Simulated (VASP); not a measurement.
All values below come from rev-vdW-DF2, VASP's PBE PAW potentials (set 64) (plane waves; VASP).

The input files of a VASP run:

**POSCAR**
```
Cs
1.0
 -2.9853355146   2.9853355146   2.9853355146
  2.9853355146  -2.9853355146   2.9853355146
  2.9853355146   2.9853355146  -2.9853355146
Cs
1
Cart
  2.9853355146  -2.9853355146   2.9853355146
```

File KPOINTS:
```
K-points
0
G
  8 8 8
0 0 0
```

**INCAR**
```
AGGAC=0.0
ALGO=Normal
EDIFF=1E-6
EDIFFG=-0.01
ENCUT=520
GGA=MK
IBRION=2
ISIF=3
ISMEAR=1
LASPH=.True.
LCHARG=.False.
LMAXMIX=4
LREAL=.False.
LUSE_VDW=.True.
LWAVE=.False.
NELM=100
NSW=60
PARAM1=0.1234568
PARAM2=0.7114
PREC=Accurate
SIGMA=0.1
SYSTEM=Cs
ZAB_VDW=-1.8867
```

POTCAR, in this order: Cs_sv (PBE.64 set). Program: vasp_std.

Unless said otherwise, spin-orbit coupling is left out, though it shifts the bands of the heavy elements here.

**Question.** What does the run give for the energy per atom (σ→0), band gap (on the k-mesh)?

**Answer.** 
- energy per atom (σ→0) = 1.745 eV/atom
- band gap (on the k-mesh) = none (metal, semimetal or under 0.01 eV)

OSZICAR:
```
...
DAV:   5     0.174387835023E+01   -0.47106E-04   -0.47106E-04   624   0.109E-01    0.163E-01
DAV:   6     0.174453306936E+01    0.65472E-03   -0.11762E-03   776   0.192E-01    0.105E-01
DAV:   7     0.174451088536E+01   -0.22184E-04   -0.29681E-03   536   0.308E-01    0.328E-02
DAV:   8     0.174438170947E+01   -0.12918E-03   -0.19879E-04   624   0.799E-02    0.778E-03
DAV:   9     0.174437004417E+01   -0.11665E-04   -0.13468E-05   752   0.170E-02    0.356E-03
DAV:  10     0.174436855998E+01   -0.14842E-05   -0.51027E-06   624   0.105E-02    0.844E-04
DAV:  11     0.174436846334E+01   -0.96636E-07   -0.10841E-07   464   0.184E-03
   1 F= 0.17443685E+01 E0= 0.17453504E+01  d E =0.174437E+01
```

The compound is Cs in the bcc structure. It was relaxed first, which changed the volume by -6 %. The start is the result of an earlier pass.
